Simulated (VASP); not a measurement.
A run of VASP 6.6.1:

Contents of INCAR:

```
PREC = Accurate
ENCUT = 520
EDIFF = 1E-6
ISMEAR = -1
SIGMA = 0.01
LREAL = Auto
LASPH = T
NELM = 80
ALGO = Fast
ISIF = 2
LWAVE = F
LCHARG = T
GGA = PE
LELF = T
LVHAR = T
NBANDS = 111
```

File KPOINTS:

```
regular mesh
0
Gamma
  3 3 3
```

File POSCAR:

```
Ca12Bi3PN4
1.0
   -4.8884000000      4.8884000000      4.8884000000
    4.8884000000     -4.8884000000      4.8884000000
    4.8884000000      4.8884000000     -4.8884000000
Ca P Bi N
12 1 3 4
Direct
    0.4941757880      0.2470878940      0.2470878940
    0.0000000000      0.7529121060      0.2470878940
    0.0000000000      0.2470878940      0.7529121060
    0.5058242120      0.7529121060      0.7529121060
    0.2470878940      0.4941757880      0.2470878940
    0.7529121060      0.0000000000      0.2470878940
    0.7529121060      0.5058242120      0.7529121060
    0.2470878940      0.0000000000      0.7529121060
    0.2470878940      0.2470878940      0.4941757880
    0.7529121060      0.7529121060      0.5058242120
    0.7529121060      0.2470878940      0.0000000000
    0.2470878940      0.7529121060      0.0000000000
    0.0000000000      0.0000000000      0.0000000000
    0.5000000000      0.5000000000      0.0000000000
    0.5000000000      0.0000000000      0.5000000000
    0.0000000000      0.5000000000      0.5000000000
    0.5000000000      0.5000000000      0.5000000000
    0.0000000000      0.0000000000      0.5000000000
    0.0000000000      0.5000000000      0.0000000000
    0.5000000000      0.0000000000      0.0000000000
```

Potentials or basis: VASP PAW PBE potentials, release 64 (Ca_sv, P, Bi_d, N).

The run is started by

```bash
$ cat potpaw_PBE.64/Ca_sv/POTCAR potpaw_PBE.64/P/POTCAR potpaw_PBE.64/Bi_d/POTCAR potpaw_PBE.64/N/POTCAR > POTCAR
$ mpirun -np 1 vasp_std > vasp.out
```

Hardware: 1 thread of AMD EPYC 7R13 Processor (Zen 3), with other jobs on the host.

Q: Estimate the wall time of this run.

A: It took 19 min on 1 thread of AMD EPYC 7R13 Processor (Zen 3), with other jobs on the host, peak memory 0.65 GiB. Counts: scf iterations 43, k points 4.
